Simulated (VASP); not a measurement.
A convergence study with VASP on MgB2 (space group no. 191 when undisturbed): one setting is varied, all else stays as given below, so the limit is that of these other settings. One atom is moved off its site, so that forces are finite.

```
MgB2
1.0
    1.55272    -2.68940     0.00000
    1.55272     2.68940     0.00000
    0.00000     0.00000     3.53760
Mg B
1 2
Direct
  0.00000   0.00000   0.01413
  0.33333   0.66667   0.50000
  0.66667   0.33333   0.50000
```

Level of theory: PBEsol GGA, VASP's PBE PAW potentials (set 64) (plane waves; VASP 6.6.1). The tightest run used: 400 eV cut-off, 17×17×13 Γ-centred mesh, Fermi-Dirac smearing of 0.10 eV, potentials Mg B.

The settings run are 2×2×2 mesh; 3×3×2 mesh; 3×3×3 mesh; 4×4×3 mesh; 5×5×4 mesh; 6×6×5 mesh; 7×7×5 mesh; 8×8×6 mesh; 9×9×7 mesh; 10×10×7 mesh; 11×11×8 mesh; 13×13×10 mesh; 14×14×11 mesh; 16×16×12 mesh; 17×17×13 mesh. From which on does the energy per atom stay within 0.005 eV/atom of the tightest run?

From 8×8×6 mesh on: it is off by 0.0024 there and by no more than 0.005 in any finer run, while 7×7×5 mesh is off by 0.0103.
```json
[
 {"setting": "2×2×2 mesh", "E (eV/atom)": "-4.9440", "pressure (GPa)": "-5.01", "largest force (eV/Å)": "0.407", "irreducible k-points": "4", "difference judged (eV/atom)": "0.4543"},
 {"setting": "3×3×2 mesh", "E (eV/atom)": "-5.2303", "pressure (GPa)": "-5.38", "largest force (eV/Å)": "0.279", "irreducible k-points": "6", "difference judged (eV/atom)": "0.1680"},
 {"setting": "3×3×3 mesh", "E (eV/atom)": "-5.3447", "pressure (GPa)": "-6.36", "largest force (eV/Å)": "0.303", "irreducible k-points": "6", "difference judged (eV/atom)": "0.0536"},
 {"setting": "4×4×3 mesh", "E (eV/atom)": "-5.3526", "pressure (GPa)": "-5.56", "largest force (eV/Å)": "0.312", "irreducible k-points": "8", "difference judged (eV/atom)": "0.0457"},
 {"setting": "5×5×4 mesh", "E (eV/atom)": "-5.4010", "pressure (GPa)": "-5.77", "largest force (eV/Å)": "0.307", "irreducible k-points": "15", "difference judged (eV/atom)": "0.0027"},
 {"setting": "6×6×5 mesh", "E (eV/atom)": "-5.3934", "pressure (GPa)": "-5.38", "largest force (eV/Å)": "0.299", "irreducible k-points": "21", "difference judged (eV/atom)": "0.0049"},
 {"setting": "7×7×5 mesh", "E (eV/atom)": "-5.4086", "pressure (GPa)": "-5.63", "largest force (eV/Å)": "0.310", "irreducible k-points": "24", "difference judged (eV/atom)": "0.0103"},
 {"setting": "8×8×6 mesh", "E (eV/atom)": "-5.3959", "pressure (GPa)": "-5.38", "largest force (eV/Å)": "0.303", "irreducible k-points": "40", "difference judged (eV/atom)": "0.0024"},
 {"setting": "9×9×7 mesh", "E (eV/atom)": "-5.3984", "pressure (GPa)": "-5.45", "largest force (eV/Å)": "0.303", "irreducible k-points": "48", "difference judged (eV/atom)": "0.0001"},
 {"setting": "10×10×7 mesh", "E (eV/atom)": "-5.3943", "pressure (GPa)": "-5.44", "largest force (eV/Å)": "0.305", "irreducible k-points": "56", "difference judged (eV/atom)": "0.0041"},
 {"setting": "11×11×8 mesh", "E (eV/atom)": "-5.3994", "pressure (GPa)": "-5.56", "largest force (eV/Å)": "0.307", "irreducible k-points": "80", "difference judged (eV/atom)": "0.0011"},
 {"setting": "13×13×10 mesh", "E (eV/atom)": "-5.3979", "pressure (GPa)": "-5.53", "largest force (eV/Å)": "0.307", "irreducible k-points": "126", "difference judged (eV/atom)": "0.0004"},
 {"setting": "14×14×11 mesh", "E (eV/atom)": "-5.3979", "pressure (GPa)": "-5.50", "largest force (eV/Å)": "0.305", "irreducible k-points": "144", "difference judged (eV/atom)": "0.0004"},
 {"setting": "16×16×12 mesh", "E (eV/atom)": "-5.3984", "pressure (GPa)": "-5.51", "largest force (eV/Å)": "0.306", "irreducible k-points": "210", "difference judged (eV/atom)": "0.0001"},
 {"setting": "17×17×13 mesh", "E (eV/atom)": "-5.3983", "pressure (GPa)": "-5.51", "largest force (eV/Å)": "0.306", "irreducible k-points": "231", "difference judged (eV/atom)": "0.0000"}
]
```

Left out are rungs that failed or repeat a setting and relaxations that didn't move; long series are thinned to 24 rows.

The structure is a typed MgB2 crystal (space group no. 191). The cell was not relaxed at this level, it is distorted from the ideal structure.
